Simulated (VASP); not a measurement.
Data:

```xyz
4
Lattice="3.1121 0.0000 0.0000 -1.5561 2.6952 0.0000 0.0000 0.0000 5.4480" Properties=species:S:1:pos:R:3 pbc="T T T"
Ru     0.0000     1.7968     0.0385
Ru     1.5561     0.8984     2.7624
N      0.0000     1.7968     2.0045
N      1.5561     0.8984     4.7285
```

Level of theory: PBEsol GGA, VASP's PBE PAW potentials (set 64) (plane waves; VASP). Settings: 520 eV cut-off, 13×13×7 Γ-centred mesh, tetrahedra with Blöchl corrections, potentials Ru_pv N.

The cores are frozen, which limits the accuracy of field gradients.

Give the principal components of the electric field gradient (V/Å²) and the asymmetry η at each nucleus.

```
atom    Vxx    Vyy   Vzz     η
----  -----  -----  ----  ----
Ru1   -13.6  -13.6  27.2  0.00
Ru2   -13.6  -13.6  27.2  0.00
N3     -2.2   -2.2   4.4  0.00
N4     -2.2   -2.2   4.4  0.00
```

The structure was generated: RuN was put into the wurtzite type (P6_3mc), which need not be its known phase. It was relaxed first, which changed the volume by -27 %.
